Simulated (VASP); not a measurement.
OSZICAR of a VASP run on RhSb (relaxed from the zinc blende structure, space group F-43m):

### OSZICAR
```
       N       E                     dE             d eps       ncg     rms          rms(c)
DAV:   1     0.511852934504E+02    0.51185E+02   -0.10370E+04  2576   0.108E+03
DAV:   2    -0.528591246711E+02   -0.10404E+03   -0.10144E+03  2370   0.277E+02
DAV:   3    -0.550141358441E+02   -0.21550E+01   -0.21435E+01  2418   0.450E+01
DAV:   4    -0.550415507760E+02   -0.27415E-01   -0.27422E-01  2540   0.536E+00
DAV:   5    -0.550422031115E+02   -0.65234E-03   -0.65234E-03  2418   0.765E-01    0.755E+00
DAV:   6    -0.499646990133E+02    0.50775E+01   -0.34985E+00  2034   0.237E+01    0.290E+00
DAV:   7    -0.499064445684E+02    0.58254E-01   -0.68723E-01  2082   0.937E+00    0.235E+00
DAV:   8    -0.499863785195E+02   -0.79934E-01   -0.90214E-02  2178   0.286E+00    0.126E+00
DAV:   9    -0.499054295702E+02    0.80949E-01   -0.20559E-01  2124   0.469E+00    0.193E-01
DAV:  10    -0.499365755353E+02   -0.31146E-01   -0.12960E-02  2016   0.944E-01    0.154E-01
DAV:  11    -0.499317766307E+02    0.47989E-02   -0.94993E-04  2388   0.285E-01    0.142E-01
DAV:  12    -0.499397870591E+02   -0.80104E-02   -0.61452E-03  2022   0.675E-01    0.393E-02
DAV:  13    -0.499399180029E+02   -0.13094E-03   -0.11777E-04  2328   0.898E-02    0.476E-02
DAV:  14    -0.499399168153E+02    0.11876E-05   -0.40332E-06  2702   0.173E-02    0.550E-02
DAV:  15    -0.499399307317E+02   -0.13916E-04   -0.17378E-04  2046   0.104E-01    0.320E-02
DAV:  16    -0.499399752196E+02   -0.44488E-04   -0.37545E-05  2040   0.577E-02    0.233E-02
DAV:  17    -0.499399766893E+02   -0.14697E-05   -0.10919E-06  2274   0.931E-03    0.186E-02
DAV:  18    -0.499399696900E+02    0.69994E-05   -0.39910E-06  2040   0.192E-02    0.886E-04
DAV:  19    -0.499399738300E+02   -0.41401E-05   -0.34532E-07  2232   0.733E-03    0.267E-03
DAV:  20    -0.499399731636E+02    0.66647E-06   -0.99924E-09  1116   0.127E-03    0.238E-03
DAV:  21    -0.499399749009E+02   -0.17373E-05   -0.62499E-08  1368   0.284E-03    0.303E-04
DAV:  22    -0.499399742587E+02    0.64221E-06   -0.70208E-09  1098   0.100E-03    0.158E-04
DAV:  23    -0.499399743369E+02   -0.78188E-07   -0.38015E-10  1092   0.210E-04
   1 F= -.49939974E+02 E0= -.49939974E+02  d E =0.000000E+00
       N       E                     dE             ncg
```

Question: Which electronic solver shows in the log?

Answer: It is blocked Davidson (ALGO = Normal, or the opening steps of other solvers). The INCAR had ALGO = Normal.

Question: Can the final energy be trusted as converged?

Answer: The calculation finished and met its thresholds. It stopped with EDIFF = 1E-7, NELM = 100 (r2SCAN meta-GGA, plane waves, VASP's PBE PAW potentials (set 64)).

The structure was generated: RhSb was put into the zinc blende type (F-43m), which need not be its known phase. It was relaxed first, which changed the volume by -27 %.
